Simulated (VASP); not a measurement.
The input files of a VASP run:

KPOINTS:
```
kpoints
0
G
10 10 6
```

INCAR:
```
ISMEAR = 0   # Gaussian
EDIFF = 1E-6
SIGMA = 0.05   # width (eV)
LCHARG = .FALSE.
NSW = 40   # most ionic steps
ISIF = 3
LREAL = .FALSE.   # projection in real space or not
GGA = PS
LWAVE = .FALSE.
EDIFFG = -0.02
SYSTEM = BN
PSTRESS = 300
NELM = 100   # most electronic steps
ENCUT = 620   # plane-wave cut-off (eV)
LASPH = .TRUE.   # aspherical one-centre terms
ALGO = Normal
IBRION = 2
PREC = Accurate
```

File POSCAR:
```
BN
1
    2.4843058230     0.0000000000     0.0000000000
   -1.2421529115     2.1514717446    -0.0000000000
    0.0000000000     0.0000000000     4.1105558352
B N
2 2
Direct
  0.3333330000   0.6666670000   0.0004526536
  0.6666670000   0.3333330000   0.5004526536
  0.3333330000   0.6666670000   0.3745473464
  0.6666670000   0.3333330000   0.8745473464
```

POTCAR, in this order: B N (PBE.64 set). Program: vasp_std.

Question: Translate this PBEsol calculation to Quantum ESPRESSO's pw.x.

Answer: One equivalent input (not run):
```
&CONTROL
  calculation = 'vc-relax'
  pseudo_dir = './pseudo'
  outdir = './out'
  tprnfor = .true.
  tstress = .true.
  nstep = 40
  forc_conv_thr = 0.00078
/
&SYSTEM
  ibrav = 0
  nat = 4
  ntyp = 2
  ecutwfc = 84
  occupations = 'smearing'
  smearing = 'gaussian'
  degauss = 0.003675
  input_dft = 'pbesol'
/
&ELECTRONS
  conv_thr = 7.3e-08
  electron_maxstep = 100
/
&IONS
/
&CELL
  press = 300
/
ATOMIC_SPECIES
  B 10.810 B.upf
  N 14.007 N.upf
CELL_PARAMETERS angstrom
     2.4843058    0.0000000    0.0000000
    -1.2421529    2.1514717   -0.0000000
     0.0000000    0.0000000    4.1105558
ATOMIC_POSITIONS crystal
  B    0.3333330  0.6666670  0.0004527
  B    0.6666670  0.3333330  0.5004527
  N    0.3333330  0.6666670  0.3745473
  N    0.6666670  0.3333330  0.8745473
K_POINTS automatic
  10 10 6 0 0 0
```
What does not carry over: the potentials are each code's own (VASP's PAW set, PseudoDojo norm-conserving files in pw.x), so ENCUT and ecutwfc are chosen apart and not converted; conv_thr bounds pw.x's estimated SCF error, while EDIFF bounds the energy change between steps; forc_conv_thr acts on force components and is met together with etot_conv_thr.

The structure was generated: BN was put into the wurtzite type (P6_3mc), which need not be its known phase. It was relaxed first under an external pressure of 30 GPa.
